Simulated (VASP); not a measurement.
```
Cl
1.0
    3.59885     0.00000     0.00000
   -1.79942     3.11669     0.00000
    0.00000     0.00000     7.49281
Cl
4
Direct
  0.00000   0.00000   0.00000
  0.00000   0.00000   0.50000
  0.33333   0.66667   0.25000
  0.66667   0.33333   0.75000
```

Method: PBEsol GGA, VASP's PBE PAW potentials (set 64) (plane waves; VASP 6.6.1). Run with 480 eV cut-off, 10×10×4 Γ-centred mesh, first-order Methfessel-Paxton smearing of 0.10 eV, potentials Cl.

Problem. Estimate the energy per atom (σ→0), band gap (on the k-mesh) with the smallest direct gap where there is one.

Solution. 
```
Quantity                                                    Result
------------------------  ----------------------------------------
band gap (on the k-mesh)  none (metal, semimetal or under 0.01 eV)
energy per atom (σ→0)                               -1.372 eV/atom
```

Only differences to runs with the same potentials and settings are physical.

The structure was generated: Cl was put into the dhcp type (P6_3/mmc), which need not be its known phase. It was relaxed first.
